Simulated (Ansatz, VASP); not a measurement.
ZnRe2 in VASP and in Ansatz

```xyz
3
Lattice="0.0000 2.8956 2.8956 2.8956 0.0000 2.8956 2.8956 2.8956 0.0000" Properties=species:S:1:pos:R:3 pbc="T T T"
Zn    0.0000    0.0000    0.0000
Re    4.3433    4.3433    4.3433
Re    1.4478    1.4478    1.4478
```

The cell was built by a generator and needn't be a form met in nature.

Alike in both runs: task band structure; functional RPBE; k mesh 8 × 8 × 8; occupations fermi-dirac, width 0.05 eV; no spin polarisation.

|  | VASP | Ansatz |
| --- | --- | --- |
| version | VASP 6.6.1 | Ansatz 0.2.0 |
| potentials or method | VASP PAW PBE potentials, release 64 (Zn, Re) | Ansatz PAW |
| plane-wave cutoff (eV) | 520 | 420 |
| valence electrons in the cell | 26 | 42 |

|  | VASP | Ansatz | Ansatz less VASP |
| --- | --- | --- | --- |
| gap on the k mesh at the Fermi level (eV) | none | none | - |
| pressure (GPa) | 3.8 | 3.5 | -0.34 |

A gap of «none» marks a metal or a gap that the smearing closes. The two sets of potentials don't hold the same shells in valence.

Caveats: spin-orbit coupling is left out, which moves the levels of the heavy elements; the PAW data sets were made with another functional, which shifts forces and pressure a little (VASP); the PAW data sets come from PBE, with cores solved anew for the run's functional, which leaves a small shift of forces and pressure (Ansatz).
